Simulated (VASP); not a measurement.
Output of a VASP run:

File OSZICAR:
```
       N       E                     dE             d eps       ncg     rms          rms(c)
DAV:   1     0.695451291084E+02    0.69545E+02   -0.69315E+03  1136   0.134E+03
DAV:   2    -0.180391758773E+02   -0.87584E+02   -0.81948E+02  1132   0.259E+02
DAV:   3    -0.223157947227E+02   -0.42766E+01   -0.41103E+01  1444   0.659E+01
DAV:   4    -0.224110669304E+02   -0.95272E-01   -0.95074E-01  1356   0.938E+00
DAV:   5    -0.224136550532E+02   -0.25881E-02   -0.25877E-02  1472   0.159E+00    0.167E+01
DAV:   6    -0.249625420212E+02   -0.25489E+01   -0.37614E+01  1364   0.135E+02    0.154E+01
DAV:   7    -0.208735725680E+02    0.40890E+01   -0.16039E+01  1480   0.106E+02    0.447E+00
DAV:   8    -0.208377523777E+02    0.35820E-01   -0.80481E-01  1240   0.725E+00    0.174E+00
DAV:   9    -0.208076493735E+02    0.30103E-01   -0.10441E-01  1424   0.714E+00    0.453E-01
DAV:  10    -0.208075301030E+02    0.11927E-03   -0.77418E-03  1556   0.140E+00    0.168E-01
DAV:  11    -0.208072776423E+02    0.25246E-03   -0.10876E-03  1488   0.738E-01    0.431E-02
DAV:  12    -0.208072810695E+02   -0.34272E-05   -0.45258E-05  1312   0.737E-02    0.131E-02
DAV:  13    -0.208072815273E+02   -0.45778E-06   -0.14366E-06  1032   0.189E-02
   1 F= -.16506676E+02 E0= -.16507024E+02  d E =-.165067E+02
```

### OUTCAR
```
------------------------ aborting loop because EDIFF is reached ----------------------------------------
  FORCE on cell =-STRESS in cart. coord.  units (eV):
  Direction    XX          YY          ZZ          XY          YZ          ZX
  --------------------------------------------------------------------------------------
  Total        4.2669063      4.2669063      4.2669063      0.0000000      0.0000000      0.0000000
  in kB      198.4328212    198.4328212    198.4328212      0.0000000      0.0000000      0.0000000
  external PRESSURE =      -1.5671788 kB  Pullay stress =     200.0000000 kB
  volume of cell :       34.45
      direct lattice vectors                 reciprocal lattice vectors
     0.000000000  2.582617332  2.582617332    -0.193602046  0.193602046  0.193602046
     2.582617332  0.000000000  2.582617332     0.193602046 -0.193602046  0.193602046
     2.582617332  2.582617332  0.000000000     0.193602046  0.193602046 -0.193602046
 POSITION                                       TOTAL-FORCE (eV/Angst)
 -----------------------------------------------------------------------------------
      0.00000      0.00000      0.00000        -0.000000      0.000000     -0.000000
      1.29131      1.29131      1.29131         0.000000      0.000000     -0.000000
      3.87393      3.87393      3.87393        -0.000000     -0.000000      0.000000
 -----------------------------------------------------------------------------------
    total drift:                               -0.000000     -0.000000      0.000000
  FREE ENERGIE OF THE ION-ELECTRON SYSTEM (eV)
  ---------------------------------------------------
  free  energy   TOTEN  =       -20.8072815273 eV

  energy  without entropy=      -20.8083246756  energy(sigma->0) =      -20.80762924
  enthalpy is  TOTEN    =       -16.5066761609 eV   P V=        4.3006053664

 reached required accuracy - stopping structural energy minimisation
```
(Selected blocks of OUTCAR.)

**POSCAR**
```
CoSi2
1
   -0.0000000000     2.5826173316     2.5826173316
    2.5826173316    -0.0000000000     2.5826173316
    2.5826173316     2.5826173316    -0.0000000000
Co Si
1 2
Direct
  0.0000000000   1.0000000000   1.0000000000
  0.2500000000   0.2500000000   0.2500000000
  0.7500000000   0.7500000000   0.7500000000
```

Q: Write an INCAR and KPOINTS that could have produced this output.

A: One answer among several that fit: the input of the run itself, PBEsol GGA, plane waves, VASP's PBE PAW potentials (set 64).

### INCAR
```
SYSTEM = CoSi2
PREC = Accurate; ENCUT = 500; LREAL = F
LASPH = T
EDIFF = 1E-6; NELM = 100; ALGO = Normal
LMAXMIX = 4
ISMEAR = 1; SIGMA = 0.1
GGA = PS
IBRION = 2; NSW = 40; ISIF = 3
EDIFFG = -0.02; PSTRESS = 200
LWAVE = F; LCHARG = F
```

KPOINTS:
```
Automatic mesh
0
Gamma
10 10 10
0 0 0
```

POTCAR, in this order: Co Si (PBE.64 set). Program: vasp_std.

The compound is CoSi2 in the fluorite structure. It was relaxed first under an external pressure of 20 GPa. The run is not spin-polarised, so no magnetic state was tried. The electron count is odd and the run is not spin-polarised, which forces a metal.
